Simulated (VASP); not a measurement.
Given:

```xyz
2
Lattice="3.4630 -1.8559 -0.0525 3.4630 1.8559 -0.0525 2.5150 0.0000 3.0191" Properties=species:S:1:pos:R:3 pbc="T T T"
As     2.1761     0.0000     0.6716
As     7.2650     0.0000     2.2423
```

Computed with PBEsol GGA, VASP's PBE PAW potentials (set 64) (plane waves; VASP). Settings: 520 eV cut-off, 12×12×12 Γ-centred mesh, first-order Methfessel-Paxton smearing of 0.10 eV, potentials As.

The ions and cell shape at fixed volume are relaxed. Which structure does the run end with?

```xyz
2
Lattice="3.4069 -1.8736 -0.0806 3.4069 1.8736 -0.0806 2.4498 0.0000 3.0203" Properties=species:S:1:pos:R:3 pbc="T T T"
As     2.1622     0.0000     0.6674
As     7.1013     0.0000     2.1918
```
Space group R-3m (166), at a tolerance of 0.03 Å.

How much energy does the relaxation gain?

The energy (σ→0) changes by -7.0 meV/atom, in 5 ionic steps.

| step | E(σ→0) (eV) | max force (eV/Å) | pressure (GPa) | volume (Å³) |
|---|---|---|---|---|
| 1 | -10.1756 | 0.384 | 5.78 | 39.30 |
| 2 | -10.1864 | 0.096 | 4.68 | 39.30 |
| 3 | -10.1880 | 0.056 | 4.08 | 39.30 |
| 4 | -10.1894 | 0.023 | 3.97 | 39.30 |
| 5 | -10.1896 | 0.008 | 3.93 | 39.30 |

The compound is As in the a7 structure. This cell is one point of a volume scan, at 0.94 of the reference volume. Symmetry was kept, so distortions that lower it aren't found.
